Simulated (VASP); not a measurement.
# Ge3P4 (I-42m) in VASP: single point with r2SCAN

Aim: the single point of Ge3P4 with r2SCAN.

All numbers are computed with VASP 6.6.1; they aren't measurements. Logs are shortened: lines on timing, memory, paths and dates and some standing lists are left out, and cuts for length are marked.

## Step 1: The structure

Symmetry: I-42m, No. 121, tetragonal system. Conventional cell: a = 5.270 Å, b = 5.270 Å, c = 10.563 Å, α = 90.00°, β = 90.00°, γ = 90.00°. Ge (site symmetry -4) is surrounded by 4 P at 2.38 Å. Ge (site symmetry -42m) has 4 P at 2.37 Å as nearest neighbours. Around P (site symmetry m) lie 3 Ge at 2.37 to 2.38 Å.

The cell was built by a generator and needn't be a form met in nature.

## Step 2: Single point, r2SCAN

Input file INCAR:

```
SYSTEM = Ge3P4
ALGO = Normal
EDIFF = 1E-6
ENCUT = 520
ISIF = 2
ISMEAR = 0
KPAR = 4
LASPH = .True.
LCHARG = .False.
LMIXTAU = .True.
LREAL = .False.
LWAVE = .False.
METAGGA = R2SCAN
NELM = 150
PREC = Accurate
SIGMA = 0.1
```

Input file KPOINTS:

```
k-points
0
Gamma
  8 8 8
  0 0 0
```

Input file POSCAR:

```
Ge3P4
1.0
   -2.6347600000      2.6347600000      5.2816900000
    2.6347600000     -2.6347600000      5.2816900000
    2.6347600000      2.6347600000     -5.2816900000
Ge P
3 4
Direct
    0.2500000000      0.7500000000      0.5000000000
    0.7500000000      0.2500000000      0.5000000000
    0.5000000000      0.5000000000      0.0000000000
    0.8881300000      0.3342540000      0.0000000000
    0.3342540000      0.8881300000      0.0000000000
    0.6657460000      0.6657460000      0.5538760000
    0.1118700000      0.1118700000      0.4461240000
```

Potentials or basis: VASP PAW PBE potentials, release 64 (Ge_d, P).

Command:

```sh
$ cat potpaw_PBE.64/Ge_d/POTCAR potpaw_PBE.64/P/POTCAR > POTCAR
$ mpirun -np 4 vasp_std > vasp.out
```

OUTCAR:

```text
SYSTEM = Ge3P4
   EDIFF = 1E-6
   ENCUT = 520
   ISIF = 2
   ISMEAR = 0
   LASPH = .True.
   LREAL = .False.
   METAGGA = R2SCAN
   NELM = 150
   PREC = Accurate

 ion  position               nearest neighbor table
   1  0.250  0.750  0.500-   6 2.38   5 2.38   4 2.38   7 2.38
   2  0.750  0.250  0.500-   6 2.38   4 2.38   5 2.38   7 2.38
   3  0.500  0.500  0.000-   4 2.37   5 2.37   7 2.37   6 2.37
   4  0.888  0.334  0.000-   3 2.37   2 2.38   1 2.38
   5  0.334  0.888  0.000-   3 2.37   1 2.38   2 2.38
   6  0.666  0.666  0.554-   3 2.37   2 2.38   1 2.38
   7  0.112  0.112  0.446-   3 2.37   1 2.38   2 2.38

  LATTYP: Found a body centered tetragonal cell.
 ALAT       =     5.2695200000
 C/A-ratio  =     2.0046190165

  Lattice vectors:

 A1 = (  -2.6347600000,   2.6347600000,   5.2816900000)
 A2 = (   2.6347600000,  -2.6347600000,   5.2816900000)
 A3 = (   2.6347600000,   2.6347600000,  -5.2816900000)

Analysis of symmetry for initial positions (statically):
=====================================================================
 Subroutine PRICEL returns:
 Original cell was already a primitive cell.

 Routine SETGRP: Setting up the symmetry group for a
 body centered tetragonal supercell.

 Subroutine GETGRP returns: Found  8 space group operations
 (whereof  8 operations were pure point group operations)
 out of a pool of 16 trial point group operations.

The static configuration has the point symmetry D_2d.

Analysis of symmetry for dynamics (positions and initial velocities):
=====================================================================
 Subroutine PRICEL returns:
 Original cell was already a primitive cell.

 Routine SETGRP: Setting up the symmetry group for a
 body centered tetragonal supercell.

 Subroutine GETGRP returns: Found  8 space group operations
 (whereof  8 operations were pure point group operations)
 out of a pool of 16 trial point group operations.

The dynamic configuration has the point symmetry D_2d.

 Subroutine INISYM returns: Found  8 space group operations
 (whereof  8 operations are pure point group operations),
 and found     1 'primitive' translations

----------------------------------------------------------------------------------------

                                     Primitive cell

  volume of cell :     146.6611

  direct lattice vectors                    reciprocal lattice vectors
    -2.634760000  2.634760000  5.281690000     0.000000000  0.189770605  0.094666669
     2.634760000 -2.634760000  5.281690000     0.189770605  0.000000000  0.094666669
     2.634760000  2.634760000 -5.281690000     0.189770605  0.189770605  0.000000000

  length of vectors
     6.463758177  6.463758177  6.463758177     0.212072301  0.212072301  0.268376164

  position of ions in fractional coordinates (direct lattice)
     0.250000000  0.750000000  0.500000000
     0.750000000  0.250000000  0.500000000
     0.500000000  0.500000000  0.000000000
     0.888130000  0.334254000  0.000000000
     0.334254000  0.888130000  0.000000000
     0.665746000  0.665746000  0.553876000
     0.111870000  0.111870000  0.446124000

  ion indices of the primitive-cell ions
   primitive index   ion index
                 1           1
                 2           2
                 3           3
                 4           4
                 5           5
                 6           6
                 7           7

----------------------------------------------------------------------------------------

 KPOINTS: k-points

Automatic generation of k-mesh.
 Grid dimensions read from file:
 generate k-points for:    8    8    8

 Generating k-lattice:

  Cartesian coordinates                     Fractional coordinates (reciprocal lattice)
     0.000000000  0.023721326  0.011833334     0.125000000  0.000000000  0.000000000
     0.023721326  0.000000000  0.011833334     0.000000000  0.125000000  0.000000000
     0.023721326  0.023721326  0.000000000     0.000000000  0.000000000  0.125000000

  Length of vectors
     0.026509038  0.026509038  0.033547020

  Shift w.r.t. Gamma in fractional coordinates (k-lattice)
     0.000000000  0.000000000  0.000000000

 Subroutine IBZKPT returns following result:
 ===========================================

 Found     59 irreducible k-points:

 Following reciprocal coordinates:
            Coordinates               Weight
  0.000000  0.000000  0.000000      1.000000
  0.125000  0.000000  0.000000      8.000000
  0.250000  0.000000  0.000000      8.000000
  0.375000  0.000000 -0.000000      8.000000
  0.500000  0.000000  0.000000      4.000000
  0.125000  0.125000  0.000000      8.000000
[... 16 lines left out ...]
  0.250000  0.125000  0.125000     16.000000
  0.375000  0.125000  0.125000      8.000000
 [... further k-points ...]
   k-points           NKPTS =     59   k-points in BZ     NKDIM =     59   number of bands    NBANDS=     37
   number of dos      NEDOS =    301   number of ions     NIONS =      7
   total plane-waves  NPLWV = 110592
   dimension x,y,z NGX =    48 NGY =   48 NGZ =   48
   dimension x,y,z NGXF=    96 NGYF=   96 NGZF=   96
   ions per type =               3   4
   NGX,Y,Z   is equivalent  to a cutoff of  12.35, 12.35, 12.35 a.u.
   NGXF,Y,Z  is equivalent  to a cutoff of  24.69, 24.69, 24.69 a.u.
 SYSTEM =  Ge3P4
   PREC   = accura    normal or accurate (medium, high low for compatibility)
   ISTART =      0    job   : 0-new  1-cont  2-samecut
   ICHARG =      2    charge: 1-file 2-atom 10-const
   ISPIN  =      1    spin polarized calculation?
   LNONCOLLINEAR =      F non collinear calculations
   LSORBIT =      F    spin-orbit coupling
   LASPH  =      T    aspherical Exc in radial PAW
   ENCUT  =  520.0 eV  38.22 Ry    6.18 a.u.  12.02 12.02 12.02*2*pi/ulx,y,z
   NELM   =    150;   NELMIN=  2; NELMDL= -5     # of ELM steps
   EDIFF  = 0.1E-05   stopping-criterion for ELM
   LREAL  =      F    real-space projection
   EDIFFG = 0.1E-04   stopping-criterion for IOM
   NSW    =      0    number of steps for IOM
   IBRION =     -1    ionic relax: 0-MD 1-quasi-New 2-CG
   NFREE  =      0    steps in history (QN), initial steepest desc. (CG)
   ISIF   =      2    stress and relaxation
   ISYM   =      2    0-nonsym 1-usesym 2-fastsym
   POTIM  = 0.5000    time-step for ionic-motion
   TEBEG  =    0.0;   TEEND  =   0.0 temperature during run
   PSTRESS=    0.0 pullay stress
   NELECT =      62.0000    total number of electrons
   NUPDOWN=      -1.0000    fix difference up-down
   EMIN   =  10.00;   EMAX   =-10.00  energy-range for DOS
   EFERMI =   0.00;   METHOD = LEGACY
   ISMEAR =     0;   SIGMA  =   0.10  broadening in eV -4-tet -1-fermi 0-gaus
   EFERMI_NEDOS =   21; number of points for ismear=-14 and -15
   IALGO  =     38    algorithm
   IMIX   =      4    mixing-type and parameters
     AMIX     =   0.40;   BMIX     =  1.00
     AMIX_MAG =   1.60;   BMIX_MAG =  1.00
  volume/ion in A,a.u.               =      20.95       141.39
  Fermi-wavevector in a.u.,A,eV,Ry     =   1.228666  2.321841 20.539618  1.509619
  Thomas-Fermi vector in A             =   2.363582
   LORBIT       =      0    0 simple, 1 ext, 2 COOP (PROOUT), +10 PAW based schemes
   METAGGA = R2SCAN    functional components
   LHFCALC =     F    Hartree Fock is set to
   AEXX    =    0.0000 exact exchange contribution
   IVDW    =     0    specifies the selected vdW correction
   LEPSILON=     F    determine dielectric tensor
   LRPA    =     F    only Hartree local field effects (RPA)
 non-spin polarized calculation
 Gauss-broadening in eV      SIGMA  =   0.10
  energy-cutoff  :      520.00
  volume of cell :      146.66
 maximum number of plane-waves:      3976
   NGX = 25   NGY = 25   NGZ = 25

 number of electron      62.0000028 magnetization

 Free energy of the ion-electron system (eV)
  ---------------------------------------------------
  ext. energy  EPLUGINS =         0.00000000
  ---------------------------------------------------
  free energy    TOTEN  =       -77.28809996 eV

  energy without entropy =      -77.28774585  energy(sigma->0) =      -77.28792290

 E-fermi :   5.3689     XC(G=0): -10.5046

 val. band max:        5.2919105524   @ k =   0.0000   0.0000   0.0000
 cond. band min:       5.3709325900   @ k =   0.5000   0.5000   0.5000
 fundamental gap:      0.0790220377
 Fermi energy:         5.3689458730

 k-point     1 :       0.0000    0.0000    0.0000
  band No.  band energies     occupation
      1     -20.4755      2.00000
      2     -20.4755      2.00000
      3     -20.4752      2.00000
      4     -20.4677      2.00000
      5     -20.4677      2.00000
      6     -20.4478      2.00000
[... 29 lines left out ...]
     36       8.3924      0.00000
     37       8.3999      0.00000

 k-point     2 :       0.1250    0.0000    0.0000
  band No.  band energies     occupation
      1     -20.4753      2.00000
      2     -20.4753      2.00000
      3     -20.4744      2.00000
      4     -20.4680      2.00000
      5     -20.4675      2.00000
      6     -20.4487      2.00000
[... 29 lines left out ...]
     36       8.3252      0.00000
     37       8.6766      0.00000

 k-point     3 :       0.2500    0.0000    0.0000
  band No.  band energies     occupation
      1     -20.4749      2.00000
      2     -20.4746      2.00000
      3     -20.4729      2.00000
      4     -20.4689      2.00000
      5     -20.4666      2.00000
      6     -20.4514      2.00000
[... 29 lines left out ...]
     36       8.2231      0.00000
     37       9.0468      0.00000
[... 761 lines left out ...]
 k-point    23 :       0.2500    0.1250    0.1250
  band No.  band energies     occupation
      1     -20.4760      2.00000
      2     -20.4741      2.00000
      3     -20.4703      2.00000
      4     -20.4678      2.00000
      5     -20.4645      2.00000
      6     -20.4578      2.00000
[... 29 lines left out ...]
     36       9.1487      0.00000
     37       9.2390      0.00000

 k-point    24 :       0.3750    0.1250    0.1250
  band No.  band energies     occupation
      1     -20.4755      2.00000
      2     -20.4748      2.00000
      3     -20.4690      2.00000
      4     -20.4688      2.00000
      5     -20.4613      2.00000
      6     -20.4613      2.00000
[... 29 lines left out ...]
     36       8.7920      0.00000
     37       8.8365      0.00000

 [... further k-points ...]
[... 5 lines left out ...]
  --------------------------------------------------------------------------------------
  -------------------------------------------------------------------------------------
  Total       -2.0405807     -2.0405807     -2.1203705      0.0000000      0.0000000      0.0000000
  in kB      -22.2920153    -22.2920153    -23.1636667      0.0000000      0.0000000      0.0000000
  external PRESSURE =     -22.5825657 kB  Pullay stress =       0.0000000 kB

 VOLUME and BASIS-vectors are now :
 -----------------------------------------------------------------------------
  energy-cutoff  :      520.00
  volume of cell :      146.66
      direct lattice vectors                 reciprocal lattice vectors
    -2.634760000  2.634760000  5.281690000     0.000000000  0.189770605  0.094666669
     2.634760000 -2.634760000  5.281690000     0.189770605  0.000000000  0.094666669
     2.634760000  2.634760000 -5.281690000     0.189770605  0.189770605  0.000000000

 POSITION                                       TOTAL-FORCE (eV/Angst)
 -----------------------------------------------------------------------------------
      2.63476      0.00000      2.64085         0.000000     -0.000000      0.000000
      0.00000      2.63476      2.64085         0.000000     -0.000000      0.000000
      0.00000      0.00000      5.28169         0.000000     -0.000000      0.000000
     -1.45933      1.45933      6.45625         0.193427     -0.193427      0.205388
      1.45933     -1.45933      6.45625        -0.193427      0.193427      0.205388
      1.45933      1.45933      4.10713        -0.193427     -0.193427     -0.205388
      1.17543      1.17543     -1.17456         0.193427      0.193427     -0.205388
 -----------------------------------------------------------------------------------
    total drift:                                0.000557      0.000557      0.000360

  FREE ENERGIE OF THE ION-ELECTRON SYSTEM (eV)
  ---------------------------------------------------
  free  energy   TOTEN  =       -77.2880999614 eV

  energy  without entropy=      -77.2877458450  energy(sigma->0) =      -77.28792290
```

It took 6.4 min on 4 MPI ranks of Intel Xeon Platinum 8488C (Sapphire Rapids), shared host; peak memory 0.53 GiB.

Results:

```yaml
Free_energy: -77.2881 eV
Pressure: -2.3 GPa
Largest_force: 0.342 eV/Å
Band_gap_on_the_k_mesh: 0.08 eV, indirect (least direct gap 0.62 eV)
```

Forces in eV/Å, atoms in the order of the input:
```
Ge   0.000  0.000  0.000
Ge   0.000  0.000  0.000
Ge   0.000  0.000  0.000
P    0.193 -0.193  0.205
P   -0.193  0.193  0.205
P   -0.193 -0.193 -0.205
P    0.193  0.193 -0.205
```

Caveat: the PAW data sets were made with another functional, which shifts forces and pressure a little.
